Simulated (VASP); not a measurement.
Here is the system:

```xyz
2
Lattice="0.0000 2.1844 2.1844 2.1844 0.0000 2.1844 2.1844 2.1844 0.0000" Properties=species:S:1:pos:R:3 pbc="T T T"
Nb     0.0000     0.0000     0.0000
C      2.1844     2.1844     2.1844
```

All values below come from vdW-DF-cx, VASP's PBE PAW potentials (set 64) (plane waves; VASP 6.6.1). Settings: 520 eV cut-off, 14×14×14 Γ-centred mesh, first-order Methfessel-Paxton smearing of 0.10 eV, potentials Nb_sv C.

### Question
What does the run give for the energy per atom (σ→0), pressure, band gap (on the k-mesh) with the smallest direct gap where there is one?

### Answer

The band gap (on the k-mesh) is none (metal, semimetal or under 0.01 eV), the energy per atom (σ→0) comes out as -8.615 eV/atom and the pressure is 22.26 GPa.

Only differences to runs with the same potentials and settings are physical.

The compound is NbC in the rock salt structure. This cell is one point of a volume scan, at 0.94 of the reference volume. The electron count is odd and the run is not spin-polarised, which forces a metal.
